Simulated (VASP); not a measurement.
```yaml
crystal:
  lattice:
    - [-1.59060, 1.59060, 1.59060]
    - [1.59060, -1.59060, 1.59060]
    - [1.59060, 1.59060, -1.59060]
  atoms:
    - { symbol: Mo, position: [0.00000, 0.00000, 0.00000] }
```

The numbers are results of r2SCAN+rVV10, VASP's PBE PAW potentials (set 64) (plane waves; VASP), not measurements. Run with 520 eV cut-off, 16×16×16 Γ-centred mesh, first-order Methfessel-Paxton smearing of 0.10 eV, potentials Mo_sv.

Task: Give the stress tensor in GPa (positive for a compressed cell).

Result: 
```
-8.26   0.00   0.00
 0.00  -8.26   0.00
 0.00   0.00  -8.26
```
The pressure is its mean diagonal, -8.26 GPa.

The compound is Mo in the bcc structure. This cell is one point of a volume scan, at 1.03 of the reference volume.
